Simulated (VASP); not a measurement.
An input for Quantum ESPRESSO's pw.x (written as the equivalent of a VASP run, and not itself run):

```
&CONTROL
  calculation = 'scf'
  pseudo_dir = './pseudo'
  outdir = './out'
  tprnfor = .true.
  tstress = .true.
/
&SYSTEM
  ibrav = 0
  nat = 2
  ntyp = 2
  ecutwfc = 82
  occupations = 'tetrahedra'
  input_dft = 'pbesol'
/
&ELECTRONS
  conv_thr = 7.3e-09
  electron_maxstep = 100
/
ATOMIC_SPECIES
  Pd 106.420 Pd.upf
  C 12.011 C.upf
CELL_PARAMETERS angstrom
     2.7328983    0.0000000    0.0000000
     0.0000000    2.7328983    0.0000000
     0.0000000    0.0000000    2.7328983
ATOMIC_POSITIONS crystal
  Pd   0.0000000  0.0000000  0.0000000
  C    0.5000000  0.5000000  0.5000000
K_POINTS automatic
  15 15 15 0 0 0
```

Write the VASP files for the same calculation (PBEsol).

Several could match; the one computed here: 
### POSCAR
```
PdC
2.7328980
  1.0000000951   0.0000000000   0.0000000000
  0.0000000000   1.0000000951   0.0000000000
  0.0000000000   0.0000000000   1.0000000951
Pd C
1 1
Direct
  0.0000000000   0.0000000000   0.0000000000
  0.5000000000   0.5000000000   0.5000000000
```

### INCAR
```
SYSTEM  =  PdC
PREC  =  Accurate; ENCUT  =  520; LREAL  =  .False.
LASPH  =  .True.
EDIFF  =  1E-7; NELM  =  100; ALGO  =  Normal
LMAXMIX  =  4
ISMEAR  =  -5
GGA  =  PS
ISIF  =  2
LWAVE  =  .False.; LCHARG  =  .True.; LORBIT  =  11
NEDOS  =  601
```

KPOINTS:
```
Automatic mesh
0
Gamma
15 15 15
0 0 0
```

POTCAR, in this order: Pd C (PBE.64 set). Program: vasp_std.

Limits of the translation: the potentials are each code's own (VASP's PAW set, PseudoDojo norm-conserving files in pw.x), so ENCUT and ecutwfc are chosen apart and not converted; conv_thr bounds pw.x's estimated SCF error, while EDIFF bounds the energy change between steps.

The structure was generated: PdC was put into the CsCl type type (Pm-3m), which need not be its known phase. It was relaxed first, which changed the volume by -7 %.
